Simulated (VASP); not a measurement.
Input of a VASP 6.6.1 run:

File INCAR:

```
SYSTEM = MgO
PREC = Accurate ; ENCUT = 600
EDIFF = 1E-7 ; ISMEAR = 0
SIGMA = 0.03 ; LREAL = .FALSE.
LASPH = .TRUE. ; NELM = 80
ALGO = Normal ; ISIF = 3
LWAVE = .FALSE. ; LCHARG = .FALSE.
IBRION = 2 ; NSW = 90
EDIFFG = -0.005
```

The input KPOINTS:

```
Automatic mesh
0
G
  12 12 12
  0 0 0
```

Contents of POSCAR:

```
MgO                                     
1.0
    0.0000000000      2.0716355029      2.0716355029
    2.0716355029     -0.0000000000      2.0716355029
    2.0716355029      2.0716355029     -0.0000000000
  Mg              O             
     1     1
Direct
     0.0000000000000000    0.0000000000000000    0.0000000000000000
     0.5000000000000000    0.5000000000000000    0.5000000000000000
```

Potentials or basis: VASP PAW LDA potentials, release 64 (Mg, O).

The run is started by

```console
$ cat potpaw_LDA.64/Mg/POTCAR potpaw_LDA.64/O/POTCAR > POTCAR
$ mpirun -np 1 vasp_std > vasp.out
```

Question: What does it give for the band gap on the k mesh?

Answer: 5.16 eV, direct.

Final structure:
```yaml
crystal:
  lattice:
    - [0.00000, 2.07164, 2.07164]
    - [2.07164, 0.00000, 2.07164]
    - [2.07164, 2.07164, 0.00000]
  atoms:
    - { symbol: Mg, position: [0.00000, 0.00000, 0.00000] }
    - { symbol: O, position: [0.50000, 0.50000, 0.50000] }
```

Caveat: the relaxation stopped at its first step, so nothing moved. A k mesh can miss the band edges.
